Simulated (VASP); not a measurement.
A convergence study with VASP on CaO: one setting is varied, all else stays as given below, so the limit is that of these other settings.

```
CELL_PARAMETERS angstrom
      3.41139     0.00000     0.00000
     -3.41139     3.41139     0.00000
      0.00000     0.00000    21.23662
ATOMIC_POSITIONS crystal
  Ca 0.00000 0.00000 0.44321
  Ca 0.00000 0.50000 0.32962
  Ca 0.00000 0.00000 0.67038
  Ca 0.00000 0.50000 0.55679
  O  0.00000 0.00000 0.32962
  O  0.00000 0.50000 0.44321
  O  0.00000 0.00000 0.55679
  O  0.00000 0.50000 0.67038
```

These are PBE GGA, VASP's PBE PAW potentials (set 64) (plane waves; VASP) values and carry that method's errors. The tightest run used: 400 eV cut-off, 25×25×1 Γ-centred mesh, Fermi-Dirac smearing of 0.020 eV, potentials Ca_sv O.

Gaps are read on the run's mesh, which can miss a band edge.

Question: The settings run are 3×3×1 mesh; 4×4×1 mesh; 5×5×1 mesh; 6×6×1 mesh; 7×7×1 mesh; 8×8×1 mesh; 10×10×1 mesh; 12×12×1 mesh; 13×13×1 mesh; 16×16×1 mesh; 18×18×1 mesh; 22×22×1 mesh; 25×25×1 mesh. From which on does the energy per atom stay within 0.001 eV/atom of the tightest run?

Answer: From 4×4×1 mesh on: it is off by 0.0004 there and by no more than 0.001 in any finer run, while 3×3×1 mesh is off by 0.0057.
```json
[
 {"setting": "3×3×1 mesh", "E (eV/atom)": "-6.2911", "gap on the mesh (eV)": "2.901", "irreducible k-points": "3", "difference judged (eV/atom)": "0.0057"},
 {"setting": "4×4×1 mesh", "E (eV/atom)": "-6.2963", "gap on the mesh (eV)": "2.912", "irreducible k-points": "6", "difference judged (eV/atom)": "0.0004"},
 {"setting": "5×5×1 mesh", "E (eV/atom)": "-6.2966", "gap on the mesh (eV)": "2.914", "irreducible k-points": "6", "difference judged (eV/atom)": "0.0001"},
 {"setting": "6×6×1 mesh", "E (eV/atom)": "-6.2970", "gap on the mesh (eV)": "2.915", "irreducible k-points": "10", "difference judged (eV/atom)": "0.0002"},
 {"setting": "7×7×1 mesh", "E (eV/atom)": "-6.2968", "gap on the mesh (eV)": "2.915", "irreducible k-points": "10", "difference judged (eV/atom)": "0.0000"},
 {"setting": "8×8×1 mesh", "E (eV/atom)": "-6.2969", "gap on the mesh (eV)": "2.915", "irreducible k-points": "15", "difference judged (eV/atom)": "0.0001"},
 {"setting": "10×10×1 mesh", "E (eV/atom)": "-6.2968", "gap on the mesh (eV)": "2.915", "irreducible k-points": "21", "difference judged (eV/atom)": "0.0000"},
 {"setting": "12×12×1 mesh", "E (eV/atom)": "-6.2969", "gap on the mesh (eV)": "2.915", "irreducible k-points": "28", "difference judged (eV/atom)": "0.0001"},
 {"setting": "13×13×1 mesh", "E (eV/atom)": "-6.2967", "gap on the mesh (eV)": "2.915", "irreducible k-points": "28", "difference judged (eV/atom)": "0.0001"},
 {"setting": "16×16×1 mesh", "E (eV/atom)": "-6.2968", "gap on the mesh (eV)": "2.915", "irreducible k-points": "45", "difference judged (eV/atom)": "0.0000"},
 {"setting": "18×18×1 mesh", "E (eV/atom)": "-6.2968", "gap on the mesh (eV)": "2.915", "irreducible k-points": "55", "difference judged (eV/atom)": "0.0000"},
 {"setting": "22×22×1 mesh", "E (eV/atom)": "-6.2968", "gap on the mesh (eV)": "2.915", "irreducible k-points": "78", "difference judged (eV/atom)": "0.0000"},
 {"setting": "25×25×1 mesh", "E (eV/atom)": "-6.2968", "gap on the mesh (eV)": "2.915", "irreducible k-points": "91", "difference judged (eV/atom)": "0.0000"}
]
```

Left out are rungs that failed or repeat a setting and relaxations that didn't move; long series are thinned to 24 rows.

The cell is a sheet or thin cut with vacuum, built from a generated structure.
